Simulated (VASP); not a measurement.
# BiMo16: core-level shifts, part 2 of 3

Which atoms of BiMo16 bind their core electrons more tightly, and does the hole change the order?

VASP 6.6.1, plane waves and PAW; the level of theory is named at each step.

So far. Step 2 (Relaxation): The forces on the free atoms are under 0.05 eV/Å, while the fixed ones keep up to 0.71 eV/Å.

## (3) Initial state

Level of this step: PBE; plane waves and PAW (Bi_d, Mo_sv) (VASP).

The cell without a hole gives, with ICORELEVEL = 1, the Kohn-Sham core levels of the initial state.

File INCAR:

```
SYSTEM = BiMo16
PREC = Normal
ENCUT = 330
EDIFF = 1E-05
NELM = 120
ISMEAR = 0
SIGMA = 0.1
LREAL = Auto
ALGO = Fast
GGA = PE
NBANDS = 148
LASPH = .TRUE.
LORBIT = 11
LWAVE = .FALSE.
LCHARG = .FALSE.
KPAR = 2
NCORE = 4
ICORELEVEL = 1
ISIF = 0
LVHAR = .TRUE.
```

File POSCAR:

```
BiMo16
1.0
    6.3200000000      0.0000000000      0.0000000000
    3.1600000000      4.4689148571      0.0000000000
    0.0000000000      0.0000000000     23.4033722856
Bi Mo
1 16
Direct
    0.2502288765      0.0000000000      0.7005726583
    0.9884387005      0.0000000000      0.6032967666
    0.5118160206      0.0000000000      0.6032877459
    0.9995398447      0.5010666863      0.6053850420
    0.5006065310      0.4989333137      0.6053850420
    0.7500532107      0.4999555441      0.5121508794
    0.2500087548      0.5000444559      0.5121508794
    0.7500836115      0.0000000000      0.5092503000
    0.2499919848      0.0000000000      0.5111314902
    0.0000000000      0.0000000000      0.4159425110
    0.5000000000      0.0000000000      0.4159425110
    0.0000000000      0.5000000000      0.4159425110
    0.5000000000      0.5000000000      0.4159425110
    0.7500000000      0.5000000000      0.3204666370
    0.2500000000      0.5000000000      0.3204666370
    0.7500000000      0.0000000000      0.3204666370
    0.2500000000      0.0000000000      0.3204666370
```

File KPOINTS:

```
Automatic mesh
0
Gamma
5 5 1
0 0 0
```

PAW data sets: Bi_d and Mo_sv (PBE family, release 64).

Launch:

```bash
$ mpirun -np 8 vasp_std
```

Output:

```text
[... set-up lines as in an earlier step ...]
 entering main loop
       N       E                     dE             d eps       ncg     rms          rms(c)
DAV:   1     0.226184517558E+04    0.22618E+04   -0.12601E+05  3480   0.110E+03
DAV:   2    -0.676172779536E+02   -0.23295E+04   -0.22518E+04  2916   0.415E+02
DAV:   3    -0.177167792251E+03   -0.10955E+03   -0.10390E+03  3456   0.863E+01
DAV:   4    -0.182596099641E+03   -0.54283E+01   -0.52532E+01  3656   0.158E+01
DAV:   5    -0.182851723494E+03   -0.25562E+00   -0.25243E+00  3592   0.265E+00    0.509E+01
RMM:   6    -0.182672498046E+03    0.17923E+00   -0.45553E+01  3357   0.145E+01    0.226E+01
RMM:   7    -0.304981190016E+03   -0.12231E+03   -0.87791E+01  3719   0.135E+01    0.512E+01
RMM:   8    -0.178657382011E+03    0.12632E+03   -0.46996E+01  3913   0.102E+01    0.176E+01
RMM:   9    -0.171156729999E+03    0.75007E+01   -0.10887E+01  3550   0.626E+00    0.656E+00
RMM:  10    -0.170691799413E+03    0.46493E+00   -0.21552E+00  4121   0.230E+00    0.533E+00
RMM:  11    -0.170723273315E+03   -0.31474E-01   -0.51459E-01  3937   0.111E+00    0.477E+00
RMM:  12    -0.170534718773E+03    0.18855E+00   -0.26739E-01  3368   0.104E+00    0.274E+00
RMM:  13    -0.170480591774E+03    0.54127E-01   -0.36523E-01  3837   0.121E+00    0.130E+00
RMM:  14    -0.170462953224E+03    0.17639E-01   -0.11737E-01  3800   0.685E-01    0.554E-01
RMM:  15    -0.170461465344E+03    0.14879E-02   -0.29364E-02  4176   0.317E-01    0.398E-01
RMM:  16    -0.170460148553E+03    0.13168E-02   -0.10606E-02  3854   0.181E-01    0.266E-01
RMM:  17    -0.170459355603E+03    0.79295E-03   -0.53867E-03  3863   0.126E-01    0.136E-01
RMM:  18    -0.170459470718E+03   -0.11512E-03   -0.29093E-03  3990   0.818E-02    0.936E-02
RMM:  19    -0.170459432719E+03    0.37999E-04   -0.92846E-04  3505   0.505E-02    0.407E-02
RMM:  20    -0.170459559939E+03   -0.12722E-03   -0.68016E-04  3347   0.314E-02    0.279E-02
RMM:  21    -0.170459671702E+03   -0.11176E-03   -0.22563E-04  3150   0.190E-02    0.243E-02
RMM:  22    -0.170459750214E+03   -0.78512E-04   -0.91607E-05  2688   0.129E-02    0.135E-02
RMM:  23    -0.170459835245E+03   -0.85030E-04   -0.48801E-05  2453   0.908E-03    0.104E-02
RMM:  24    -0.170459892803E+03   -0.57558E-04   -0.24940E-05  2300   0.697E-03    0.602E-03
RMM:  25    -0.170459971876E+03   -0.79073E-04   -0.19795E-05  2258   0.746E-03    0.467E-03
RMM:  26    -0.170460011470E+03   -0.39593E-04   -0.10545E-05  2137   0.627E-03    0.376E-03
RMM:  27    -0.170460067250E+03   -0.55781E-04   -0.91476E-06  2142   0.654E-03    0.301E-03
RMM:  28    -0.170460111168E+03   -0.43918E-04   -0.58568E-06  1834   0.572E-03    0.283E-03
RMM:  29    -0.170460131190E+03   -0.20022E-04   -0.45722E-06  1487   0.518E-03    0.232E-03
RMM:  30    -0.170460143364E+03   -0.12174E-04   -0.41049E-06  1333   0.479E-03    0.210E-03
RMM:  31    -0.170460147824E+03   -0.44598E-05   -0.37464E-06  1296   0.456E-03
   1 F= -.17046015E+03 E0= -.17042137E+03  d E =-.775543E-01
```

Elapsed: 74 s, on 8 MPI ranks of AMD EPYC 7R43, shared host; peak memory 1.4 GiB; 9.7 min of CPU time.

OUTCAR, selected parts (step 3):

```text
The static configuration has the point symmetry C_1h.

 Found      9 irreducible k-points:

   k-points           NKPTS =      9   k-points in BZ     NKDIM =      9   number of bands    NBANDS=    148

   NELECT =     239.0000    total number of electrons

 the core state eigenenergies are
   1-  1s -90632.1487  2s -16274.8916  2p -13915.2551  3s  -3922.8555  3p  -3249.0846
       3d  -2574.0078  4s   -894.6015  4p   -673.9347  4d   -422.1739  4f   -144.9536
       5s   -150.0735  5p    -88.1698
   2-  1s -19813.3987  2s  -2793.5339  2p  -2496.5392  3s   -470.7397  3p   -373.4468
       3d   -215.2669
   3-  1s -19813.3981  2s  -2793.5335  2p  -2496.5387  3s   -470.7393  3p   -373.4464
       3d   -215.2664
   4-  1s -19813.5076  2s  -2793.6108  2p  -2496.6195  3s   -470.7971  3p   -373.5041
       3d   -215.3239
   5-  1s -19813.5076  2s  -2793.6108  2p  -2496.6195  3s   -470.7971  3p   -373.5041
       3d   -215.3239
   6-  1s -19813.5225  2s  -2793.6970  2p  -2496.6986  3s   -470.9070  3p   -373.6141
       3d   -215.4361
   7-  1s -19813.5225  2s  -2793.6970  2p  -2496.6986  3s   -470.9070  3p   -373.6141
       3d   -215.4361
   8-  1s -19813.5058  2s  -2793.6855  2p  -2496.6864  3s   -470.9043  3p   -373.6116
       3d   -215.4331
   9-  1s -19813.5831  2s  -2793.7583  2p  -2496.7599  3s   -470.9660  3p   -373.6732
       3d   -215.4953
  10-  1s -19813.6026  2s  -2793.7732  2p  -2496.7754  3s   -470.9771  3p   -373.6842
       3d   -215.5065
  11-  1s -19813.6028  2s  -2793.7733  2p  -2496.7755  3s   -470.9772  3p   -373.6843
       3d   -215.5066
  12-  1s -19813.6254  2s  -2793.7950  2p  -2496.7974  3s   -470.9948  3p   -373.7020
       3d   -215.5245
  13-  1s -19813.6254  2s  -2793.7950  2p  -2496.7974  3s   -470.9948  3p   -373.7020
       3d   -215.5245
  14-  1s -19813.5480  2s  -2793.6391  2p  -2496.6493  3s   -470.8139  3p   -373.5209
       3d   -215.3409
  15-  1s -19813.5480  2s  -2793.6391  2p  -2496.6493  3s   -470.8139  3p   -373.5209
       3d   -215.3409
  16-  1s -19813.5611  2s  -2793.6531  2p  -2496.6633  3s   -470.8280  3p   -373.5350
       3d   -215.3551
  17-  1s -19813.5761  2s  -2793.6682  2p  -2496.6784  3s   -470.8428  3p   -373.5498
       3d   -215.3699

 E-fermi :   2.5508

 k-point     1 :       0.0000    0.0000    0.0000
  band No.  band energies     occupation
    ...
    110       1.5754      2.00000
    111       1.6268      2.00000
    112       2.2608      1.99996
    113       2.3655      1.99123
    114       2.3845      1.98133
    115       2.9431      0.00000
    116       2.9791      0.00000
    117       3.0086      0.00000
    118       3.3080      0.00000
    119       3.3350      0.00000
    ...

 k-point     2 :       0.2000    0.0000    0.0000
  band No.  band energies     occupation
    ...
    112       1.8860      2.00000
    113       1.9534      2.00000
    114       2.0068      2.00000
    115       2.4341      1.90109
    116       2.5883      0.59630
    117       2.7390      0.00779
    118       2.8967      0.00000
    119       2.9599      0.00000
    120       3.0360      0.00000
    121       3.2688      0.00000
    ...

 POSITION                                       TOTAL-FORCE (eV/Angst)
 -----------------------------------------------------------------------------------
      1.58145      0.00000     16.39576        -0.001945      0.000000      0.005939
      6.24693      0.00000     14.11918         0.009546      0.000000     -0.057918
      3.23468      0.00000     14.11897        -0.012447      0.000000     -0.060189
      7.90046      2.23922     14.16805         0.000686      0.017206      0.164321
      4.74046      2.22969     14.16805         0.000686     -0.017206      0.164321
      6.32020      2.23426     11.98606         0.000677      0.004077      0.033475
      3.16020      2.23466     11.98606         0.000677     -0.004077      0.033475
      4.74053      0.00000     11.91817        -0.005755      0.000000      0.034103
      1.57995      0.00000     11.96220         0.005935      0.000000      0.105945
      0.00000      0.00000      9.73446         0.014455      0.000000     -0.489873
      3.16000      0.00000      9.73446        -0.013416      0.000000     -0.488129
      1.58000      2.23446      9.73446         0.000511     -0.044752     -0.759834
      4.74000      2.23446      9.73446         0.000511      0.044752     -0.759834
      6.32000      2.23446      7.50000         0.000022     -0.000066      0.689258
      3.16000      2.23446      7.50000         0.000022      0.000066      0.689258
      4.74000      0.00000      7.50000        -0.000244      0.000000      0.394747
      1.58000      0.00000      7.50000         0.000081      0.000000      0.300936
 -----------------------------------------------------------------------------------
    total drift:                               -0.000124      0.000004     -0.000451

  FREE ENERGIE OF THE ION-ELECTRON SYSTEM (eV)
  ---------------------------------------------------
  free  energy   TOTEN  =      -170.4601478238 eV

  energy  without entropy=     -170.3825934932  energy(sigma->0) =     -170.42137066

 total charge
# of ion       s       p       d       tot
------------------------------------------
    1        1.500   1.458   9.906  12.864
    2        2.375   6.168   3.902  12.445
    3        2.375   6.169   3.902  12.445
    4        2.363   6.140   3.888  12.390
    5        2.363   6.140   3.888  12.390
    6        2.379   6.204   3.911  12.493
    7        2.379   6.204   3.911  12.493
    8        2.388   6.208   3.928  12.525
    9        2.378   6.204   3.900  12.481
   10        2.379   6.199   3.901  12.479
   11        2.379   6.199   3.901  12.479
   12        2.377   6.197   3.890  12.464
   13        2.377   6.197   3.890  12.464
   14        2.369   6.125   3.866  12.360
   15        2.369   6.125   3.866  12.360
   16        2.368   6.126   3.863  12.358
   17        2.370   6.126   3.862  12.358
--------------------------------------------------
tot         39.486 100.190  72.174 211.849

[... 5 parts as in an earlier step ...]

[... 6 further parts left out ...]
```

These are scalar-relativistic Kohn-Sham levels of the ground state, with no core hole, so they are not binding energies.

This step gave:

```
free energy (TOTEN)     : -170.4601 eV
energy at zero smearing : -170.4214 eV
Fermi energy            : 2.551 eV
```

The two shallowest core shells; atoms whose shallowest level rounds to another's at 0.01 eV are left out. Core levels, by row:

| atom | shell | level below the Fermi level (eV) |
| --- | --- | --- |
| Bi1 | 4f | 147.5 |
| Bi1 | 5p | 90.72 |
| Mo2 | 3p | 376 |
| Mo2 | 3d | 217.8 |
| Mo4 | 3p | 376.1 |
| Mo4 | 3d | 217.9 |
| Mo6 | 3p | 376.2 |
| Mo6 | 3d | 218 |
| Mo8 | 3p | 376.2 |
| Mo8 | 3d | 218 |
| Mo9 | 3p | 376.2 |
| Mo9 | 3d | 218 |
| Mo10 | 3p | 376.2 |
| Mo10 | 3d | 218.1 |
| Mo12 | 3p | 376.3 |
| Mo12 | 3d | 218.1 |
| Mo14 | 3p | 376.1 |
| Mo14 | 3d | 217.9 |
| Mo16 | 3p | 376.1 |
| Mo16 | 3d | 217.9 |
| Mo17 | 3p | 376.1 |
| Mo17 | 3d | 217.9 |

## (4) Core hole, atom Mo3

This step: final-state core hole with the electron kept at the Fermi level, PBE; plane waves and PAW (Mo_sv, Bi_d, Mo_sv) (VASP 6.6.1).

System of this step: BiMo16. The cell holds 17 atoms: 16 Mo and 1 Bi. Its edges and angles: a = 6.320 Å, b = 5.473 Å, c = 23.403 Å, α = 90.0°, β = 90.0°, γ = 54.7°. It derives from Mo. Adsorbate: added Bi, site longbridge, coverage in monolayers 0.25, cell 2x2, faces one. Vacuum lies along c.

A core electron of Mo3 (3d) is moved to the Fermi level; this atom comes first in POSCAR as a species of its own.

Changes to INCAR since step 3:

```diff
@@ -12,3 +12,2 @@
 LASPH = .TRUE.
-LORBIT = 11
 LWAVE = .FALSE.
@@ -17,4 +16,7 @@
 NCORE = 4
-ICORELEVEL = 1
+ICORELEVEL = 2
+CLNT = 1
+CLN = 3
+CLL = 2
+CLZ = 1
 ISIF = 0
-LVHAR = .TRUE.
```

Changes to POSCAR since step 3:

```diff
@@ -5,8 +5,8 @@
     0.0000000000      0.0000000000     23.4033722856
-Bi Mo
-1 16
+Mo Bi Mo
+1 1 15
 Direct
+    0.5118160206      0.0000000000      0.6032877459
     0.2502288765      0.0000000000      0.7005726583
     0.9884387005      0.0000000000      0.6032967666
-    0.5118160206      0.0000000000      0.6032877459
     0.9995398447      0.5010666863      0.6053850420
```

KPOINTS is that of step 3.

Potentials, in the order of the species: Mo_sv, Bi_d and Mo_sv (PBE family, release 64).

Launch:

```bash
$ mpirun -np 8 vasp_std
```

Output:

```text
[banner, memory and clock lines left out]
running    8 mpi-ranks, on    1 nodes
 distrk:  each k-point on    4 cores,    2 groups
 distr:  one band on    4 cores,    1 groups

 POSCAR found type information on POSCAR MoBiMo
 POSCAR found :  3 types and      17 ions
 LDA part: xc-table for (Slater+PW92), standard interpolation
 POSCAR, INCAR and KPOINTS ok, starting setup
 FFT: planning ... GRIDC
 FFT: planning ... GRID_SOFT
 FFT: planning ... GRID
 WAVECAR not read
 entering main loop
       N       E                     dE             d eps       ncg     rms          rms(c)
DAV:   1     0.201758548212E+04    0.20176E+04   -0.12766E+05  3488   0.111E+03
DAV:   2    -0.322712318747E+03   -0.23403E+04   -0.22627E+04  2924   0.418E+02
DAV:   3    -0.433888368249E+03   -0.11118E+03   -0.10528E+03  3504   0.874E+01
DAV:   4    -0.439292023057E+03   -0.54037E+01   -0.52706E+01  3600   0.162E+01
DAV:   5    -0.439533075944E+03   -0.24105E+00   -0.23804E+00  3616   0.271E+00    0.793E+01
RMM:   6    -0.503857794530E+03   -0.64325E+02   -0.13897E+02  3664   0.216E+01    0.446E+01
RMM:   7    -0.648159260228E+03   -0.14430E+03   -0.34942E+02  3841   0.255E+01    0.627E+01
RMM:   8    -0.434935539940E+03    0.21322E+03   -0.45947E+01  3244   0.138E+01    0.236E+01
RMM:   9    -0.420170066895E+03    0.14765E+02   -0.39119E+01  3821   0.929E+00    0.207E+01
RMM:  10    -0.417876300385E+03    0.22938E+01   -0.61340E+00  3795   0.502E+00    0.194E+01
RMM:  11    -0.417365286260E+03    0.51101E+00   -0.24934E+00  4014   0.251E+00    0.146E+01
RMM:  12    -0.417555108576E+03   -0.18982E+00   -0.18068E+00  3675   0.283E+00    0.929E+00
RMM:  13    -0.417125174550E+03    0.42993E+00   -0.11867E+00  3695   0.216E+00    0.477E+00
RMM:  14    -0.416850696697E+03    0.27448E+00   -0.92255E-01  3864   0.177E+00    0.198E+00
RMM:  15    -0.416822299655E+03    0.28397E-01   -0.32596E-01  3774   0.984E-01    0.283E+00
RMM:  16    -0.416788538383E+03    0.33761E-01   -0.81517E-02  3429   0.638E-01    0.776E-01
RMM:  17    -0.416787472709E+03    0.10657E-02   -0.69797E-02  3583   0.537E-01    0.162E+00
RMM:  18    -0.416779679291E+03    0.77934E-02   -0.20214E-02  3585   0.315E-01    0.385E-01
RMM:  19    -0.416781497986E+03   -0.18187E-02   -0.22756E-02  3668   0.278E-01    0.727E-01
RMM:  20    -0.416779616516E+03    0.18815E-02   -0.42662E-03  3692   0.131E-01    0.161E-01
RMM:  21    -0.416779576041E+03    0.40475E-04   -0.32057E-03  3662   0.104E-01    0.192E-01
RMM:  22    -0.416779789920E+03   -0.21388E-03   -0.12057E-03  3706   0.490E-02    0.208E-01
RMM:  23    -0.416779707528E+03    0.82392E-04   -0.38959E-04  3159   0.385E-02    0.851E-02
RMM:  24    -0.416779786143E+03   -0.78614E-04   -0.27905E-04  2975   0.274E-02    0.183E-02
RMM:  25    -0.416779838973E+03   -0.52830E-04   -0.12948E-04  3123   0.157E-02    0.253E-02
RMM:  26    -0.416779913968E+03   -0.74996E-04   -0.38629E-05  2380   0.898E-03    0.222E-02
RMM:  27    -0.416780003947E+03   -0.89979E-04   -0.28203E-05  2328   0.815E-03    0.741E-03
RMM:  28    -0.416780068265E+03   -0.64318E-04   -0.15978E-05  2215   0.683E-03    0.424E-03
RMM:  29    -0.416780150889E+03   -0.82624E-04   -0.16000E-05  2268   0.778E-03    0.103E-02
RMM:  30    -0.416780185993E+03   -0.35104E-04   -0.58019E-06  1991   0.552E-03    0.777E-03
RMM:  31    -0.416780219149E+03   -0.33156E-04   -0.54146E-06  1966   0.563E-03    0.292E-03
RMM:  32    -0.416780236806E+03   -0.17658E-04   -0.45766E-06  1376   0.475E-03    0.255E-03
RMM:  33    -0.416780239834E+03   -0.30282E-05   -0.39945E-06  1302   0.481E-03
   1 F= -.41678024E+03 E0= -.41674194E+03  d E =-.766074E-01
```

The job ended after 77 s (8 MPI ranks; peak memory 1.5 GiB; 10 min of CPU time).

OUTCAR, selected parts (step 4):

```text
The static configuration has the point symmetry C_1h.

 Found      9 irreducible k-points:

   NELECT =     240.0000    total number of electrons

 the core state eigenenergies are
   1-  1s -19857.5392  2s  -2835.7632  2p  -2539.3952  3s   -495.9530  3p   -398.6162
       3d   -241.9246
   2-  1s -90632.2320  2s -16274.9716  2p -13915.3352  3s  -3922.9339  3p  -3249.1630
       3d  -2574.0862  4s   -894.6779  4p   -674.0108  4d   -422.2498  4f   -145.0293
       5s   -150.1456  5p    -88.2413
   3-  1s -19813.4081  2s  -2793.5374  2p  -2496.5432  3s   -470.7426  3p   -373.4497
       3d   -215.2695
   4-  1s -19813.6416  2s  -2793.7467  2p  -2496.7555  3s   -470.9244  3p   -373.6314
       3d   -215.4521
   5-  1s -19813.6416  2s  -2793.7467  2p  -2496.7555  3s   -470.9244  3p   -373.6314
       3d   -215.4521
   6-  1s -19813.5428  2s  -2793.7143  2p  -2496.7162  3s   -470.9235  3p   -373.6307
       3d   -215.4525
   7-  1s -19813.5428  2s  -2793.7143  2p  -2496.7162  3s   -470.9235  3p   -373.6307
       3d   -215.4525
   8-  1s -19813.5993  2s  -2793.7803  2p  -2496.7813  3s   -470.9933  3p   -373.7005
       3d   -215.5226
   9-  1s -19813.6601  2s  -2793.8359  2p  -2496.8376  3s   -471.0385  3p   -373.7456
       3d   -215.5683
  10-  1s -19813.6058  2s  -2793.7765  2p  -2496.7786  3s   -470.9813  3p   -373.6884
       3d   -215.5106
  11-  1s -19813.6201  2s  -2793.7903  2p  -2496.7925  3s   -470.9937  3p   -373.7008
       3d   -215.5231
  12-  1s -19813.6354  2s  -2793.8043  2p  -2496.8067  3s   -471.0042  3p   -373.7113
       3d   -215.5338
  13-  1s -19813.6354  2s  -2793.8043  2p  -2496.8067  3s   -471.0042  3p   -373.7113
       3d   -215.5338
  14-  1s -19813.5602  2s  -2793.6509  2p  -2496.6611  3s   -470.8258  3p   -373.5329
       3d   -215.3528
  15-  1s -19813.5602  2s  -2793.6509  2p  -2496.6611  3s   -470.8258  3p   -373.5329
       3d   -215.3528
  16-  1s -19813.5793  2s  -2793.6706  2p  -2496.6808  3s   -470.8453  3p   -373.5523
       3d   -215.3724
  17-  1s -19813.5909  2s  -2793.6831  2p  -2496.6932  3s   -470.8575  3p   -373.5645
       3d   -215.3846

 E-fermi :   2.5311

 k-point     1 :       0.0000    0.0000    0.0000
  band No.  band energies     occupation
    ...
    110       1.5292      2.00000
    111       1.5751      2.00000
    112       2.2379      1.99997
    113       2.3239      1.99662
    114       2.3377      1.99376
    115       2.8564      0.00000
    116       2.8935      0.00000
    117       2.9584      0.00000
    118       3.2010      0.00000
    119       3.2082      0.00000
    ...

 k-point     2 :       0.2000    0.0000    0.0000
  band No.  band energies     occupation
    ...
    112       1.8375      2.00000
    113       1.9144      2.00000
    114       1.9683      2.00000
    115       2.3758      1.97198
    116       2.5179      1.14856
    117       2.6967      0.01923
    118       2.8100      0.00008
    119       2.8967      0.00000
    120       2.9935      0.00000
    121       3.1673      0.00000
    ...

 POSITION                                       TOTAL-FORCE (eV/Angst)
 -----------------------------------------------------------------------------------
      3.23468      0.00000     14.11897        -0.065389      0.000000     -0.350301
      1.58145      0.00000     16.39576         0.187510      0.000000     -0.190041
      6.24693      0.00000     14.11918         0.083382      0.000000     -0.167555
      7.90046      2.23922     14.16805        -0.157774      0.162840      0.250381
      4.74046      2.22969     14.16805        -0.157774     -0.162840      0.250381
      6.32020      2.23426     11.98606         0.009952      0.055937      0.167324
      3.16020      2.23466     11.98606         0.009952     -0.055937      0.167324
      4.74053      0.00000     11.91817         0.106634      0.000000      0.072152
      1.57995      0.00000     11.96220        -0.046691      0.000000      0.202556
      0.00000      0.00000      9.73446        -0.007012      0.000000     -0.537348
      3.16000      0.00000      9.73446        -0.000064      0.000000     -0.495149
      1.58000      2.23446      9.73446         0.033022     -0.044925     -0.718080
      4.74000      2.23446      9.73446         0.033022      0.044925     -0.718080
      6.32000      2.23446      7.50000        -0.007221      0.005680      0.639343
      3.16000      2.23446      7.50000        -0.007221     -0.005680      0.639343
      4.74000      0.00000      7.50000        -0.030739      0.000000      0.450768
      1.58000      0.00000      7.50000         0.016411      0.000000      0.336984
 -----------------------------------------------------------------------------------
    total drift:                                0.001205      0.000051     -0.000261

  FREE ENERGIE OF THE ION-ELECTRON SYSTEM (eV)
  ---------------------------------------------------
  free  energy   TOTEN  =      -416.7802398344 eV

  energy  without entropy=     -416.7036324422  energy(sigma->0) =     -416.74193614

[... 7 parts as in an earlier step ...]

[... 5 further parts left out ...]
```

Numbers from this step:

| Item | Value |
| --- | --- |
| free energy (TOTEN) | -416.7802 eV |
| energy at zero smearing | -416.7419 eV |
| Fermi energy | 2.531 eV |

This is the reference for holes on Mo.

(Continued in part 3 of 3.)

[Lines on the potential files, build, host, timing and source positions are cut from VASP's logs without a mark.]

[Logs are printed without paths, hosts, clocks, repeated set-up lines and the standing remarks that a program may print on its own settings, such as how far it seeks lower states.]

[Hosts, paths, dates, database ids (printed as entryN), source tags and the programs' standing remarks are cut or masked in the printed files.]
